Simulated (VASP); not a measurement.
The system is Ni.

```
Ni
1.0
     0.00000    1.76194    1.76194
     1.76194    0.00000    1.76194
     1.76194    1.76194    0.00000
Ni
1
Cartesian
  0.0000 0.0000 0.0000
```

Base run:

| Item | Value |
| --- | --- |
| Program | VASP 6.6.1 |
| Functional | PBE |
| Potentials or basis | VASP PAW PBE potentials, release 64 (Ni) |
| Cutoff | 450 eV |
| k mesh | 14 × 14 × 14 |
| Occupations | gaussian, width 0.1 eV |
| Spin | collinear spin, ferromagnetic start |
| Starting moments | [0.8] μB |

Its results: band gap on the k mesh none (metal or under the smearing width); pressure -1.3 GPa; net moment 0.59 μB per cell; site moments Ni +0.61 μB.

Question: The run is repeated on the same cell with these changes: cutoff from 450 eV to 520 eV; k mesh from 14 × 14 × 14 to 22 × 22 × 22. What comes out?

Answer: Band gap on the k mesh none (metal or under the smearing width); pressure -0.9 GPa; net moment 0.64 μB per cell; site moments Ni +0.65 μB.
